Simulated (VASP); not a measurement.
Output of a VASP run:

**OUTCAR**
```
 ion  position               nearest neighbor table
   1  0.155  0.845  0.919-   4 2.45   2 2.66   2 2.66   3 2.72   3 2.72   4 2.74   4 2.81
   2  0.345  0.655  0.419-   3 2.45   1 2.66   1 2.66   4 2.68   4 2.75   3 2.77   3 2.77
   3  0.655  0.345  0.581-   2 2.45   4 2.66   4 2.66   1 2.72   1 2.72   2 2.77   2 2.77
   4  0.855  0.165  0.081-   1 2.45   3 2.66   3 2.66   2 2.68   1 2.74   2 2.75   1 2.81
  LATTYP: Found a base centered orthorhombic cell.
 ALAT       =     4.5141940000
 B/A-ratio  =     1.6738190694
 C/A-ratio  =     0.9907144000
 Subroutine PRICEL returns:
 Original cell was already a primitive cell.
 Subroutine GETGRP returns: Found  1 space group operations
The static configuration has the point symmetry C_1 .
The dynamic configuration has the point symmetry C_1 .
 Subroutine INISYM returns: Found  1 space group operations
 Subroutine IBZKPT returns following result:
 Found     14 irreducible k-points:

 Following reciprocal coordinates:
            Coordinates               Weight
  0.000000  0.000000  0.000000      1.000000
  0.333333 -0.000000  0.000000      2.000000
 -0.000000  0.333333  0.000000      2.000000
  0.333333  0.333333  0.000000      2.000000
 -0.333333  0.333333  0.000000      2.000000
  0.000000  0.000000  0.333333      2.000000
  0.333333 -0.000000  0.333333      2.000000
 -0.333333  0.000000  0.333333      2.000000
 -0.000000  0.333333 -0.333333      2.000000
  0.000000 -0.333333 -0.333333      2.000000
  0.333333  0.333333  0.333333      2.000000
 -0.333333 -0.333333  0.333333      2.000000
 -0.333333  0.333333  0.333333      2.000000
  0.333333 -0.333333  0.333333      2.000000
   k-points           NKPTS =     14   k-points in BZ     NKDIM =     14   number of bands    NBANDS=     31
   number of dos      NEDOS =    301   number of ions     NIONS =      4
   total plane-waves  NPLWV =  27000
   dimension x,y,z NGX =    30 NGY =   30 NGZ =   30
   dimension x,y,z NGXF=    60 NGYF=   60 NGZF=   60
   ions per type =               4
   PREC   = accura    normal or accurate (medium, high low for compatibility)
   ISTART =      0    job   : 0-new  1-cont  2-samecut
   ICHARG =      2    charge: 1-file 2-atom 10-const
   ISPIN  =      1    spin polarized calculation?
   LNONCOLLINEAR =      F non collinear calculations
   LSORBIT =      F    spin-orbit coupling
   INIWAV =      1    electr: 0-lowe 1-rand  2-diag
   ENCUT  =  400.0 eV  29.40 Ry    5.42 a.u.   7.18  7.18  7.29*2*pi/ulx,y,z
   NELM   =    100;   NELMIN=  2; NELMDL= -5     # of ELM steps
   EDIFF  = 0.1E-05   stopping-criterion for ELM
   LREAL  =      F    real-space projection
   NLSPLINE    = F    spline interpolate recip. space projectors
   LMAXMIX     =    4 max onsite mixed and CHGCAR
   VOSKOWN=      0    Vosko Wilk Nusair interpolation
   EDIFFG = 0.1E-04   stopping-criterion for IOM
   NSW    =      0    number of steps for IOM
   NBLOCK =      1;   KBLOCK =      1    inner block; outer block
   IBRION =     -1    ionic relax: 0-MD 1-quasi-New 2-CG
   NFREE  =      0    steps in history (QN), initial steepest desc. (CG)
   ISIF   =      2    stress and relaxation
   ISYM   =      2    0-nonsym 1-usesym 2-fastsym
   TEIN   =    0.0    initial temperature
   TEBEG  =    0.0;   TEEND  =   0.0 temperature during run
   SMASS  =  -3.00    Nose mass-parameter (am)
   PSTRESS=    0.0 pullay stress
   NELECT =      52.0000    total number of electrons
   EFERMI =   0.00;   METHOD = LEGACY
   ISMEAR =     1;   SIGMA  =   0.10  broadening in eV -4-tet -1-fermi 0-gaus
   IALGO  =     38    algorithm
   LDIAG  =      T    sub-space diagonalisation (order eigenvalues)
   IMIX   =      4    mixing-type and parameters
     AMIX     =   0.40;   BMIX     =  1.00
     AMIX_MAG =   1.60;   BMIX_MAG =  1.00
     AMIN     =   0.10
   GGA     = PE    functional components
   VOSKOWN =     0    Vosko Wilk Nusair interpolation
   LHFCALC =     F    Hartree Fock is set to
   LHFONE  =     F    Hartree Fock one center treatment
   AEXX    =    0.0000 exact exchange contribution
   IVDW    =     0    specifies the selected vdW correction
...
```

**OSZICAR**
```
       N       E                     dE             d eps       ncg     rms          rms(c)
DAV:   1     0.321249657039E+03    0.32125E+03   -0.22744E+04   868   0.275E+03
DAV:   2     0.245824416946E+02   -0.29667E+03   -0.29218E+03   910   0.498E+02
DAV:   3    -0.106622136607E+02   -0.35245E+02   -0.34774E+02   966   0.141E+02
DAV:   4    -0.116614317542E+02   -0.99922E+00   -0.99696E+00   982   0.279E+01
DAV:   5    -0.116841372948E+02   -0.22706E-01   -0.22700E-01  1041   0.411E+00    0.263E+00
DAV:   6    -0.115992034148E+02    0.84934E-01   -0.22234E-01  1023   0.675E+00    0.144E+00
DAV:   7    -0.115815678261E+02    0.17636E-01   -0.68694E-02  1211   0.302E+00    0.313E-01
DAV:   8    -0.115804148853E+02    0.11529E-02   -0.17444E-02   938   0.155E+00    0.563E-02
DAV:   9    -0.115805458330E+02   -0.13095E-03   -0.11964E-03  1036   0.612E-01    0.266E-02
DAV:  10    -0.115805642804E+02   -0.18447E-04   -0.24032E-04  1003   0.472E-01    0.123E-02
DAV:  11    -0.115805735826E+02   -0.93022E-05   -0.83243E-05  1225   0.141E-01    0.584E-03
DAV:  12    -0.115805735698E+02    0.12780E-07   -0.19772E-05   966   0.870E-02    0.246E-03
DAV:  13    -0.115805735100E+02    0.59754E-07   -0.37804E-06   758   0.577E-02
   1 F= -.11580574E+02 E0= -.11580765E+02  d E =0.574449E-03
```

OUTCAR:
```
------------------------ aborting loop because EDIFF is reached ----------------------------------------
  FORCE on cell =-STRESS in cart. coord.  units (eV):
  Direction    XX          YY          ZZ          XY          YZ          ZX
  --------------------------------------------------------------------------------------
  Total        0.9000734      3.5255853      0.3577247      0.0269374     -0.0012861      0.0513805
  in kB       18.9069236     74.0583720      7.5143566      0.5658463     -0.0270155      1.0792969
  external PRESSURE =      33.4932174 kB  Pullay stress =       0.0000000 kB
  volume of cell :       76.27
      direct lattice vectors                 reciprocal lattice vectors
     2.257097000 -3.777972000  0.000000000     0.221523488 -0.132346137  0.000000000
     2.257097000  3.777972000  0.000000000     0.221523488  0.132346137  0.000000000
     0.000000000  0.000000000  4.472277000     0.000000000  0.000000000  0.223599746
 POSITION                                       TOTAL-FORCE (eV/Angst)
 -----------------------------------------------------------------------------------
      2.25710      2.60756      4.11002         0.054183     -0.180866     -0.009037
      2.25710      1.17042      1.87388         0.074199      0.189410      0.004114
      2.25710     -1.17042      2.59839        -0.035001     -0.190884      0.004712
      2.30169     -2.60756      0.36225        -0.093381      0.182340      0.000211
 -----------------------------------------------------------------------------------
    total drift:                                0.000117     -0.000070      0.000201
  FREE ENERGIE OF THE ION-ELECTRON SYSTEM (eV)
  ---------------------------------------------------
  free  energy   TOTEN  =       -11.5805735100 eV

  energy  without entropy=      -11.5811479587  energy(sigma->0) =      -11.58076499
```
(Selected blocks of OUTCAR.)

**POSCAR**
```
Ga
1
    2.2570970000    -3.7779720000     0.0000000000
    2.2570970000     3.7779720000     0.0000000000
    0.0000000000     0.0000000000     4.4722770000
Ga
4
Direct
  0.1549000000   0.8451000000   0.9190000000
  0.3451000000   0.6549000000   0.4190000000
  0.6549000000   0.3451000000   0.5810000000
  0.8549790000   0.1647790000   0.0810000000
```

Task: Reconstruct the remaining input files.

Result: Several could match; the one computed here: the input of the run itself, PBE GGA, plane waves, VASP's PBE PAW potentials (set 64).

**INCAR**
```
SYSTEM = Ga
PREC = Accurate
ENCUT = 400
EDIFF = 1E-6
NELM = 100
ALGO = Normal
LREAL = .FALSE.
LASPH = .TRUE.
ISMEAR = 1
SIGMA = 0.1
GGA = PE
LMAXMIX = 4
LWAVE = .FALSE.
LCHARG = .FALSE.
ISIF = 2
KSPACING = 0.6
KGAMMA = .TRUE.
```

POTCAR, in this order: Ga_d (PBE.64 set). Program: vasp_std.

The compound is Ga in the alpha structure. The cell was not relaxed at this level, atoms are displaced from their ideal sites. The run is one of a series of settings (KGAMMA = .TRUE., KSPACING = 0.6, KPOINTS file removed against the base run), some of them coarse on purpose.
